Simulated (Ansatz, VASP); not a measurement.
# Cross-check of ZrB2 between VASP and Ansatz, part 2 of 2

Aim: how closely do two programs agree when they are given the same cell, functional and k mesh? The cell is taken from a series of runs on this material, whose earlier steps may have relaxed, scaled, displaced or heated it; both programs get it as it stands.

VASP 6.6.1 and Ansatz 0.2.0.

So far: The starting structure; Ansatz: zone-centre phonons, LDA.

## 3. VASP: zone-centre phonons, LDA

Level of this step: LDA; plane waves and PAW (B, Zr_sv) (VASP).

The same cell, functional (in two slightly different forms), mesh and smearing now go to VASP, with its own data sets.

Lines of VASP's logs that name or quote its potential files are left out, and so is its time.

INCAR reads:

```
SYSTEM = ZrB2
PREC = Accurate
ENCUT = 500
EDIFF = 1E-08
NELM = 120
ISMEAR = 1
SIGMA = 0.2
LREAL = .FALSE.
ALGO = Normal
GGA = PW92
NBANDS = 15
LASPH = .TRUE.
LORBIT = 11
LWAVE = .FALSE.
LCHARG = .FALSE.
ISIF = 2
IBRION = 8
GGA_COMPAT = .FALSE.
KPAR = 2
```

POSCAR reads:

```
ZrB2
1.0
    3.1127568654      0.0000000000      0.0000000000
   -1.5563784327      2.6957265213      0.0000000000
    0.0000000000      0.0000000000      3.4638159690
B Zr
2 1
Direct
    0.3333333333      0.6666666667      0.5000000000
    0.6666666667      0.3333333333      0.5000000000
    0.0000000000      0.0000000000      0.0000000000
```

KPOINTS reads:

```
Automatic mesh
0
Gamma
15 15 12
0 0 0
```

The projector-augmented-wave data sets are B and Zr_sv (LDA family, release 64).

Command:

```
$ mpirun -np 2 vasp_std
```

Numbers of over 12 decimals in the logs are rounded to 6 here.

The log of the run:

```text
[banner, memory and clock lines left out]
running    2 mpi-ranks, on    1 nodes
 distrk:  each k-point on    1 cores,    2 groups
 distr:  one band on    1 cores,    1 groups

 POSCAR found type information on POSCAR B Zr
 POSCAR found :  2 types and       3 ions
|                                                                             |
|               ----> ADVICE to this user running VASP <----                  |
|                                                                             |
|     You enforced a specific xc type in the INCAR file but a different       |
|     [... a line on the potential file left out ...]
|     I HOPE YOU KNOW WHAT YOU ARE DOING!                                     |
|                                                                             |

 LDA part: xc-table for (Slater(with rela. corr.)+PW92), standard interpolation
 POSCAR, INCAR and KPOINTS ok, starting setup
 FFT: planning ... GRIDC
 FFT: planning ... GRID_SOFT
 FFT: planning ... GRID
 WAVECAR not read
 entering main loop
       N       E                     dE             d eps       ncg     rms          rms(c)
DAV:   1     0.100341951409E+03    0.10034E+03   -0.96050E+03  5678   0.117E+03
DAV:   2    -0.261472829032E+02   -0.12649E+03   -0.12187E+03  7112   0.304E+02
DAV:   3    -0.302757071151E+02   -0.41284E+01   -0.41107E+01  9111   0.478E+01
DAV:   4    -0.303396383509E+02   -0.63931E-01   -0.63923E-01  6520   0.548E+00
DAV:   5    -0.303413245890E+02   -0.16862E-02   -0.16861E-02  8783   0.583E-01    0.243E+01
DAV:   6    -0.275208342403E+02    0.28205E+01   -0.65736E+00  7093   0.181E+01    0.991E+00
DAV:   7    -0.274711328225E+02    0.49701E-01   -0.75062E-01  8379   0.550E+00    0.368E+00
DAV:   8    -0.274723941071E+02   -0.12613E-02   -0.11657E-01  6935   0.299E+00    0.482E-01
DAV:   9    -0.274677410390E+02    0.46531E-02   -0.22542E-02  7127   0.123E+00    0.173E-01
DAV:  10    -0.274674641967E+02    0.27684E-03   -0.12425E-03  6587   0.332E-01    0.497E-02
DAV:  11    -0.274674598392E+02    0.43575E-05   -0.70152E-05  7878   0.777E-02    0.151E-02
DAV:  12    -0.274674577429E+02    0.20963E-05   -0.50159E-06  7999   0.156E-02    0.514E-03
DAV:  13    -0.274674575835E+02    0.15940E-06   -0.69152E-07  8359   0.678E-03    0.190E-03
DAV:  14    -0.274674575761E+02    0.73608E-08   -0.51325E-08  6258   0.227E-03
   1 F= -.27467458E+02 E0= -.27467620E+02  d E =0.487695E-03
 Linear response reoptimize wavefunctions to high precision
DAV:   1    -0.274674575759E+02    0.22828E-09   -0.31982E-09  6367   0.494E-04
DAV:   2    -0.274674575759E+02   -0.19554E-10   -0.16101E-10  3178   0.120E-04
 Linear response DOF=           4
 Linear response progress:
  Degree of freedom:   1/  4
       N       E                     dE             d eps       ncg     rms          rms(c)
RMM:   1    -0.493283803310E-01   -0.49328E-01   -0.26254E-02 57818   0.108E+00
RMM:   2    -0.439903650240E-01    0.53380E-02   -0.23418E-03 47207   0.256E-01    0.156E-01
RMM:   3    -0.438687017572E-01    0.12166E-03   -0.76692E-04 44578   0.135E-01    0.772E-02
RMM:   4    -0.443761748323E-01   -0.50747E-03   -0.49896E-04 43418   0.108E-01    0.858E-03
RMM:   5    -0.443828297852E-01   -0.66550E-05   -0.56142E-05 52736   0.297E-02    0.243E-03
RMM:   6    -0.443837600842E-01   -0.93030E-06   -0.10251E-05 55919   0.103E-02    0.131E-03
RMM:   7    -0.443802586116E-01    0.35015E-05   -0.18614E-06 56053   0.466E-03    0.295E-04
RMM:   8    -0.443820994645E-01   -0.18409E-05   -0.10835E-06 58311   0.207E-03    0.159E-04
RMM:   9    -0.443815674545E-01    0.53201E-06    0.18238E-07 59383   0.931E-04    0.314E-05
RMM:  10    -0.443816825455E-01   -0.11509E-06   -0.22511E-07 58609   0.436E-04    0.268E-05
RMM:  11    -0.443815502089E-01    0.13234E-06   -0.14192E-08 58731   0.213E-04    0.839E-06
RMM:  12    -0.443815288332E-01    0.21376E-07   -0.46006E-08 60088   0.106E-04    0.445E-06
RMM:  13    -0.443815139194E-01    0.14914E-07   -0.90485E-08 58895   0.537E-05    0.418E-06
RMM:  14    -0.443815118549E-01    0.20644E-08   -0.22001E-08 57743   0.286E-05    0.235E-06
 first order change of Fermi-energy   0.19002E-04
 force on displaced ion       1 direction 1 : -17.080  -0.001   0.000
 Linear response progress:
  Degree of freedom:   2/  4
       N       E                     dE             d eps       ncg     rms          rms(c)
RMM:   1    -0.484674285074E-01   -0.48467E-01   -0.17847E-03 20259   0.114E+00
RMM:   2    -0.457218982333E-01    0.27455E-02   -0.18591E-03 16258   0.253E-01    0.128E-01
RMM:   3    -0.456062126335E-01    0.11569E-03   -0.10083E-03 15720   0.154E-01    0.585E-02
RMM:   4    -0.460135971452E-01   -0.40738E-03   -0.39356E-04 16410   0.969E-02    0.125E-02
RMM:   5    -0.460889271317E-01   -0.75330E-04   -0.58158E-05 18379   0.356E-02    0.395E-03
RMM:   6    -0.461020752433E-01   -0.13148E-04   -0.12663E-05 18946   0.136E-02    0.925E-04
RMM:   7    -0.460940585831E-01    0.80167E-05   -0.15217E-06 19681   0.595E-03    0.273E-04
RMM:   8    -0.460952921477E-01   -0.12336E-05   -0.75029E-07 19552   0.282E-03    0.134E-04
RMM:   9    -0.460942515828E-01    0.10406E-05   -0.74611E-07 19695   0.142E-03    0.949E-05
RMM:  10    -0.460946959699E-01   -0.44439E-06   -0.41505E-07 19801   0.750E-04    0.114E-05
RMM:  11    -0.460947404001E-01   -0.44430E-07   -0.18189E-07 21161   0.363E-04    0.118E-05
RMM:  12    -0.460947318998E-01    0.85003E-08   -0.28393E-08 20819   0.177E-04    0.818E-06
 first order change of Fermi-energy  -0.85066E-04
 force on displaced ion       1 direction 3 :  -0.000  -0.000 -11.258
 Linear response progress:
  Degree of freedom:   3/  4
       N       E                     dE             d eps       ncg     rms          rms(c)
RMM:   1    -0.665866950123E+00   -0.66587E+00    0.30291E+00 15531   0.151E+01
RMM:   2    -0.608668690586E+00    0.57198E-01   -0.18797E-01 21297   0.283E+00    0.169E-01
RMM:   3    -0.610137706611E+00   -0.14690E-02   -0.32524E-02 25305   0.855E-01    0.525E-02
RMM:   4    -0.611703442733E+00   -0.15657E-02   -0.55140E-03 31579   0.296E-01    0.316E-02
RMM:   5    -0.612137545152E+00   -0.43410E-03   -0.84873E-04 31465   0.111E-01    0.166E-02
RMM:   6    -0.612122958161E+00    0.14587E-04   -0.13045E-04 31760   0.490E-02    0.318E-03
RMM:   7    -0.612101767007E+00    0.21191E-04   -0.34314E-05 32787   0.226E-02    0.322E-03
RMM:   8    -0.612099492821E+00    0.22742E-05   -0.25781E-05 32500   0.124E-02    0.962E-04
RMM:   9    -0.612106025121E+00   -0.65323E-05   -0.43618E-06 33346   0.747E-03    0.128E-04
RMM:  10    -0.612106510424E+00   -0.48530E-06   -0.46098E-06 34153   0.463E-03    0.122E-04
RMM:  11    -0.612106995019E+00   -0.48459E-06   -0.27036E-06 34967   0.321E-03    0.159E-04
RMM:  12    -0.612103655906E+00    0.33391E-05   -0.21077E-06 32843   0.244E-03    0.190E-04
RMM:  13    -0.612108169303E+00   -0.45134E-05   -0.14071E-06 30411   0.200E-03    0.159E-04
RMM:  14    -0.612111051485E+00   -0.28822E-05   -0.10877E-06 33453   0.152E-03    0.112E-04
[...]
RMM:  25    -0.612116202934E+00   -0.33989E-06   -0.80984E-08 30061   0.271E-04    0.628E-06
RMM:  26    -0.612116399825E+00   -0.19689E-06   -0.64876E-08 31008   0.239E-04    0.559E-06
RMM:  27    -0.612116644017E+00   -0.24419E-06   -0.54020E-08 31655   0.216E-04    0.168E-06
RMM:  28    -0.612116717210E+00   -0.73193E-07   -0.44089E-08 32944   0.188E-04    0.320E-06
RMM:  29    -0.612116756434E+00   -0.39225E-07   -0.36941E-08 30255   0.168E-04    0.521E-06
RMM:  30    -0.612116699361E+00    0.57073E-07   -0.28840E-08 26081   0.152E-04    0.976E-06
RMM:  31    -0.612116683649E+00    0.15712E-07   -0.25079E-08 23562   0.137E-04    0.128E-05
RMM:  32    -0.612116688697E+00   -0.50480E-08   -0.20272E-08 16039   0.124E-04    0.150E-05
 first order change of Fermi-energy   0.98962E-04
 force on displaced ion       3 direction 1 : -14.880   0.000   0.000
 Linear response progress:
  Degree of freedom:   4/  4
       N       E                     dE             d eps       ncg     rms          rms(c)
RMM:   1    -0.744109503682E+00   -0.74411E+00    0.27098E+00  6619   0.149E+01
RMM:   2    -0.685290184490E+00    0.58819E-01   -0.16201E-01  8836   0.269E+00    0.194E-01
RMM:   3    -0.688750869615E+00   -0.34607E-02   -0.35973E-02 10265   0.796E-01    0.616E-02
RMM:   4    -0.691083302133E+00   -0.23324E-02   -0.65739E-03 12010   0.280E-01    0.383E-02
RMM:   5    -0.691345546827E+00   -0.26224E-03   -0.96608E-04 12426   0.102E-01    0.234E-02
RMM:   6    -0.691224442246E+00    0.12110E-03   -0.11619E-04 12656   0.484E-02    0.386E-03
RMM:   7    -0.691278328215E+00   -0.53886E-04   -0.43783E-05 12629   0.209E-02    0.380E-03
RMM:   8    -0.691264297358E+00    0.14031E-04   -0.24041E-05 12877   0.110E-02    0.974E-04
RMM:   9    -0.691266968642E+00   -0.26713E-05   -0.17313E-05 13805   0.609E-03    0.746E-04
RMM:  10    -0.691269219221E+00   -0.22506E-05   -0.12116E-05 13210   0.430E-03    0.295E-04
RMM:  11    -0.691269403573E+00   -0.18435E-06   -0.90739E-06 13158   0.284E-03    0.422E-05
RMM:  12    -0.691269960830E+00   -0.55726E-06   -0.83944E-06 13986   0.204E-03    0.100E-04
RMM:  13    -0.691269785122E+00    0.17571E-06   -0.56741E-06 13924   0.149E-03    0.118E-04
RMM:  14    -0.691270068136E+00   -0.28301E-06   -0.49122E-06 13291   0.117E-03    0.591E-05
[...]
RMM:  32    -0.691274834198E+00   -0.16944E-07   -0.15894E-07 10281   0.489E-05    0.232E-06
RMM:  33    -0.691274791469E+00    0.42729E-07   -0.12704E-07 10541   0.439E-05    0.414E-06
RMM:  34    -0.691274809527E+00   -0.18059E-07   -0.11214E-07  7043   0.382E-05    0.405E-06
RMM:  35    -0.691274860519E+00   -0.50991E-07   -0.89656E-08 12275   0.362E-05    0.278E-06
RMM:  36    -0.691274973491E+00   -0.11297E-06   -0.79046E-08 14011   0.355E-05    0.397E-07
RMM:  37    -0.691274990224E+00   -0.16733E-07   -0.62780E-08  9435   0.285E-05    0.663E-07
RMM:  38    -0.691274970949E+00    0.19276E-07   -0.55092E-08  6955   0.257E-05    0.196E-07
RMM:  39    -0.691274974472E+00   -0.35234E-08   -0.43915E-08  5616   0.235E-05    0.290E-07
 first order change of Fermi-energy   0.12530E-03
 force on displaced ion       3 direction 3 :  -0.000   0.000 -16.555
 Linear response finished
```

OUTCAR, selected parts (step 3):

```text
ion  position               nearest neighbor table
   1  0.333  0.667  0.500-   2 1.80   2 1.80   2 1.80   3 2.50   3 2.50   3 2.50   3 2.50   3 2.50
                             3 2.50
   2  0.667  0.333  0.500-   1 1.80   1 1.80   1 1.80   3 2.50   3 2.50   3 2.50   3 2.50   3 2.50
                             3 2.50
   3  0.000  0.000  0.000-   1 2.50   2 2.50   1 2.50   2 2.50   2 2.50   2 2.50   1 2.50   1 2.50
                             2 2.50   2 2.50   1 2.50   1 2.50

  LATTYP: Found a hexagonal cell.
 ALAT       =     3.1127568654
 C/A-ratio  =     1.1127807660

 Subroutine GETGRP returns: Found 24 space group operations
 (whereof 24 operations were pure point group operations)

The static configuration has the point symmetry D_6h.

 Found    189 irreducible k-points:

   k-points           NKPTS =    189   k-points in BZ     NKDIM =    189   number of bands    NBANDS=     15

   dimension x,y,z NGX =    24 NGY =   24 NGZ =   28
   dimension x,y,z NGXF=    48 NGYF=   48 NGZF=   56

   ENCUT  =  500.0 eV  36.75 Ry    6.06 a.u.   5.68  5.68  6.32*2*pi/ulx,y,z

   NELECT =      18.0000    total number of electrons

 k-points in reciprocal lattice and weights: Automatic mesh
   0.00000000  0.00000000  0.00000000       0.000
   0.06666667  0.00000000  0.00000000       0.002
   0.13333333  0.00000000  0.00000000       0.002
   0.20000000  0.00000000  0.00000000       0.002
   0.26666667  0.00000000  0.00000000       0.002
   0.33333333  0.00000000  0.00000000       0.002
   0.40000000  0.00000000  0.00000000       0.002
   0.46666667  0.00000000  0.00000000       0.002
   0.06666667  0.06666667  0.00000000       0.002
[...]
0.33333333  0.26666667  0.50000000       0.004
   0.33333333  0.33333333  0.50000000       0.001

 average (electrostatic) potential at core
       1 -26.4439       2 -26.4439       3 -71.6396

  Total        1.0290577      1.0290577      1.0461874      0.0000000     -0.0000000      0.0000000
  in kB       56.7249928     56.7249928     57.6692396      0.0000000     -0.0000000      0.0000000
  external PRESSURE =      57.0397417 kB  Pullay stress =       0.0000000 kB

  energy-cutoff  :      500.00
  volume of cell :       29.07
      direct lattice vectors                 reciprocal lattice vectors
     3.112756865  0.000000000  0.000000000     0.321258628  0.185478755  0.000000000
    -1.556378433  2.695726521  0.000000000     0.000000000  0.370957511  0.000000000
     0.000000000  0.000000000  3.463815969     0.000000000  0.000000000  0.288698940

 POSITION                                       TOTAL-FORCE (eV/Angst)
 -----------------------------------------------------------------------------------
     -0.00000      1.79715      1.73191        -0.000000     -0.000000     -0.000000
      1.55638      0.89858      1.73191         0.000000      0.000000      0.000000
      0.00000      0.00000      0.00000        -0.000000      0.000000      0.000000
 -----------------------------------------------------------------------------------
    total drift:                               -0.000000      0.000000      0.000000

 Eigenvectors and eigenvalues of the dynamical matrix
 ----------------------------------------------------

   1 f  =   24.579025 THz   154.434566 2PiTHz  819.868010 cm-1   101.650632 meV
             X         Y         Z           dx          dy          dz
     -0.000000  1.797151  1.731908    -0.000000   -0.707107    0.000000
      1.556378  0.898576  1.731908     0.000000    0.707107   -0.000000
      0.000000  0.000000  0.000000    -0.000000   -0.000000    0.000000

   2 f  =   24.579025 THz   154.434566 2PiTHz  819.868010 cm-1   101.650632 meV
             X         Y         Z           dx          dy          dz
     -0.000000  1.797151  1.731908    -0.707107    0.000000    0.000000
      1.556378  0.898576  1.731908     0.707107   -0.000000   -0.000000
      0.000000  0.000000  0.000000     0.000000    0.000000    0.000000

   3 f  =   17.940532 THz   112.723688 2PiTHz  598.431738 cm-1    74.196046 meV
             X         Y         Z           dx          dy          dz
     -0.000000  1.797151  1.731908     0.000000    0.000000    0.707107
      1.556378  0.898576  1.731908     0.000000    0.000000   -0.707107
      0.000000  0.000000  0.000000     0.000000    0.000000    0.000000

   4 f  =   15.215231 THz    95.600118 2PiTHz  507.525487 cm-1    62.925112 meV
             X         Y         Z           dx          dy          dz
     -0.000000  1.797151  1.731908    -0.000000    0.000000    0.635773
      1.556378  0.898576  1.731908    -0.000000    0.000000    0.635773
      0.000000  0.000000  0.000000     0.000000    0.000000   -0.437704

   5 f  =   14.421056 THz    90.610164 2PiTHz  481.034633 cm-1    59.640667 meV
             X         Y         Z           dx          dy          dz
     -0.000000  1.797151  1.731908     0.000000   -0.635734    0.000000
      1.556378  0.898576  1.731908     0.000000   -0.635734    0.000000
      0.000000  0.000000  0.000000    -0.000000    0.437819    0.000000

   6 f  =   14.421056 THz    90.610164 2PiTHz  481.034633 cm-1    59.640667 meV
             X         Y         Z           dx          dy          dz
     -0.000000  1.797151  1.731908    -0.635734   -0.000000    0.000000
      1.556378  0.898576  1.731908    -0.635734   -0.000000   -0.000000
      0.000000  0.000000  0.000000     0.437819    0.000000    0.000000

   7 f/i=    0.000415 THz     0.002607 2PiTHz    0.013838 cm-1     0.001716 meV
             X         Y         Z           dx          dy          dz
     -0.000000  1.797151  1.731908     0.000000    0.000000    0.309503
      1.556378  0.898576  1.731908     0.000000    0.000000    0.309503
      0.000000  0.000000  0.000000     0.000000    0.000000    0.899119

   8 f/i=    0.001456 THz     0.009146 2PiTHz    0.048554 cm-1     0.006020 meV
             X         Y         Z           dx          dy          dz
     -0.000000  1.797151  1.731908    -0.000000   -0.309585    0.000000
      1.556378  0.898576  1.731908    -0.000000   -0.309585    0.000000
      0.000000  0.000000  0.000000    -0.000000   -0.899063    0.000000

   9 f/i=    0.001456 THz     0.009146 2PiTHz    0.048554 cm-1     0.006020 meV
             X         Y         Z           dx          dy          dz
     -0.000000  1.797151  1.731908     0.309585   -0.000000    0.000000
      1.556378  0.898576  1.731908     0.309585   -0.000000   -0.000000
      0.000000  0.000000  0.000000     0.899063    0.000000    0.000000

 ELASTIC MODULI CONTR FROM IONIC RELAXATION (kBar)
 Direction    XX          YY          ZZ          XY          YZ          ZX
 --------------------------------------------------------------------------------
 XX          -8.2761      8.2761     -0.0000      0.0000      0.0000      0.0000
 YY           8.2761     -8.2761      0.0000     -0.0000      0.0000      0.0000
 ZZ          -0.0000      0.0000     -0.0000      0.0000      0.0000      0.0000
 XY           0.0000     -0.0000      0.0000     -8.2761      0.0000      0.0000
 YZ           0.0000      0.0000      0.0000      0.0000      0.0000      0.0000
 ZX           0.0000      0.0000      0.0000      0.0000      0.0000      0.0000
 --------------------------------------------------------------------------------
```

## 4. Differences

Known differences besides the potentials themselves: the cutoff is 420 eV in Ansatz and 500 eV in VASP; VASP's log shows a relativistic correction to its local exchange, Ansatz's none. Total energies have different zeros and are not compared.

Both answers:

```tsv
quantity	Ansatz	VASP	difference
optical mode 1 to 2 (cm⁻¹)	480.6	481.0	-0.10 %
optical mode 3 (cm⁻¹)	506.5	507.5	-0.21 %
optical mode 4 (cm⁻¹)	597.3	598.4	-0.19 %
optical mode 5 to 6 (cm⁻¹)	819.7	819.9	-0.02 %
```

Modes are paired by rising frequency, not by their patterns, so a pair may set unlike modes beside each other; they are those without the splitting of longitudinal modes.

## 5. Results

```
r.m.s. difference of the optical zone-centre modes, each program's sorted by frequency (zone-centre phonons, LDA) : 0.69 cm⁻¹
```

The r.m.s. difference of the optical zone-centre modes, each program's sorted by frequency is 0.69 cm⁻¹ (zone-centre phonons, LDA). Such differences can come from data sets, numerical settings and the points named under the comparisons, not from the functional's error against experiment.

[Lines on the potential files, build, host, timing and source positions are cut from VASP's logs without a mark.]

[Logs are printed without paths, hosts, clocks, repeated set-up lines and the standing remarks that a program may print on its own settings, such as how far it seeks lower states.]

[Hosts, paths, dates, database ids (printed as entryN), source tags and the programs' standing remarks are cut or masked in the printed files.]
